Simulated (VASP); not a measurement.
```
PdTe
1.0
    0.00000     2.97088     2.97088
    2.97088     0.00000     2.97088
    2.97088     2.97088     0.00000
Pd Te
1 1
Direct
  0.00000   0.00000   0.00000
  0.25000   0.25000   0.25000
```

These are PBEsol GGA, VASP's PBE PAW potentials (set 64) (plane waves; VASP 6.6.1) values and carry that method's errors. Numerical set-up: 400 eV cut-off, 10×10×10 Γ-centred mesh, first-order Methfessel-Paxton smearing of 0.10 eV, potentials Pd Te.

Unless said otherwise, spin-orbit coupling is left out, though it shifts the bands of the heavy elements here.

Problem. Estimate the energy per atom (σ→0), band gap (on the k-mesh) with the smallest direct gap where there is one.

Solution. 
```yaml
band gap (on the k-mesh): none (metal, semimetal or under 0.01 eV)
energy per atom (σ→0): -4.858 eV/atom
```

The structure was generated: PdTe was put into the zinc blende type (F-43m), which need not be its known phase. It was relaxed first, which changed the volume by -20 %. The start is the result of an earlier pass.
